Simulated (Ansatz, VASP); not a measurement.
**One calculation of BaHI, two programs**

INCAR

```
SYSTEM = BaHI
PREC = Accurate
ENCUT = 520
EDIFF = 1E-6
ISMEAR = 0
SIGMA = 0.01
LREAL = .False.
LASPH = .True.
NELM = 100
ALGO = Normal
ISIF = 2
LWAVE = .False.
LCHARG = .False.
NBANDS = 27
```

Contents of KPOINTS:

```
Automatic mesh
0
Gamma
  4 4 3
  0 0 0
```

The input POSCAR:

```
BaHI
1.0
    4.8280000000      0.0000000000      0.0000000000
    0.0000000000      4.8280000000      0.0000000000
    0.0000000000      0.0000000000      7.8670000000
Ba H I
2 2 2
Direct
    0.0000000000      0.5000000000      0.1900000000
    0.5000000000      0.0000000000      0.8100000000
    0.0000000000      0.0000000000      0.0000000000
    0.5000000000      0.5000000000      0.0000000000
    0.0000000000      0.5000000000      0.6800000000
    0.5000000000      0.0000000000      0.3200000000
```

Input for Ansatz:

```yaml
crystal:
  lattice:
    - [4.828, 0.0, 0.0]
    - [0.0, 4.828, 0.0]
    - [0.0, 0.0, 7.867]
  atoms:
    - { symbol: Ba, position: [0.0, 0.5, 0.19] }
    - { symbol: Ba, position: [0.5, 0.0, 0.81] }
    - { symbol: H, position: [0.0, 0.0, 0.0] }
    - { symbol: H, position: [0.5, 0.5, 0.0] }
    - { symbol: I, position: [0.0, 0.5, 0.68] }
    - { symbol: I, position: [0.5, 0.0, 0.32] }
kpoints:
  mp_grid:
    grid: [4, 4, 3]
    shift: [0.0, 0.0, 0.0]
hamiltonian:
  xc: lda
scf:
  occupations:
    method: fixed
output:
  polarization: {}
```

Alike in both runs: task single point; functional LDA; k mesh 4 × 4 × 3; no spin polarisation.

|  | VASP | Ansatz |
| --- | --- | --- |
| version | VASP 6.6.1 | Ansatz 0.2.0 |
| potentials or method | VASP PAW LDA potentials, release 64 (Ba_sv, H, I) | plane waves, PAW |
| plane-wave cutoff (eV) | 520 | 420 |
| occupations | gaussian, width 0.01 eV | fixed |
| valence electrons in the cell | 36 | 56 |

Ansatz gave:

- gap on the k mesh at the Fermi level (eV): 2.43

What did VASP give for the same quantities?

gap on the k mesh at the Fermi level (eV): 2.41.

The two sets of potentials don't hold the same shells in valence.

Caveats: spin-orbit coupling is left out, which moves the levels of the heavy elements; an odd mesh through Γ misses points on the zone boundary, where band edges often lie.
